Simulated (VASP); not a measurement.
Data:

```
CELL_PARAMETERS angstrom
      4.98238     0.00000     0.00000
      0.00000     8.13620     0.00000
      0.00000     0.00000    24.66875
ATOMIC_POSITIONS crystal
  Rb 0.45517 0.75000 0.36548
  Rb 0.88880 0.25000 0.44326
  Rb 0.11120 0.75000 0.55674
  Rb 0.54483 0.25000 0.63452
```

Level of theory: r2SCAN meta-GGA, VASP's PBE PAW potentials (set 64) (plane waves; VASP). Numerical set-up: PREC = Normal, 400 eV cut-off, 6×4×1 Γ-centred mesh, first-order Methfessel-Paxton smearing of 0.10 eV, potentials Rb_sv.

Q: What does the run give for the energy per atom (σ→0), band gap (on the k-mesh) with the smallest direct gap where there is one?

A: 
```json
{
 "band gap (on the k-mesh)": "none (metal, semimetal or under 0.01 eV)",
 "energy per atom (σ→0)": "-13.782 eV/atom"
}
```

The absolute energy has meaning only against runs of the same code, potentials and settings.

The cell is a thin slab with vacuum, built from Rb (bcc): (211) face.
